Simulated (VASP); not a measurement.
BN:

```
CELL_PARAMETERS angstrom
0.00000 1.81229 1.81229
1.81229 0.00000 1.81229
1.81229 1.81229 0.00000
ATOMIC_POSITIONS crystal
B 0.00000 0.00000 0.00000
N 0.25000 0.25000 0.25000
```

The cell is a database's computed one.

Base run:

| Item | Value |
| --- | --- |
| Program | VASP 6.6.1 |
| Functional | r2SCAN |
| Potentials or basis | VASP PAW PBE potentials, release 64 (B, N) |
| Cutoff | 450 eV |
| k mesh | 16 × 16 × 16 |
| Occupations | gaussian, width 0.02 eV |
| Spin | no spin polarisation |

Its results: band gap on the k mesh 4.96 eV, indirect (least direct gap 9.48 eV).

Task: After a change of settings the same cell gave: band gap on the k mesh 4.33 eV, indirect (least direct gap 8.65 eV). Which change was it?
A. functional from r2SCAN to LDA; potentials or basis from VASP PAW PBE potentials, release 64 (B, N) to VASP PAW LDA potentials, release 64 (B, N)
B. functional from r2SCAN to PBE0; k mesh from 16 × 16 × 16 to 12 × 12 × 12
C. functional from r2SCAN to HSE06; k mesh from 16 × 16 × 16 to 12 × 12 × 12

Result: A.

Runs at the PBE level aren't shown here.
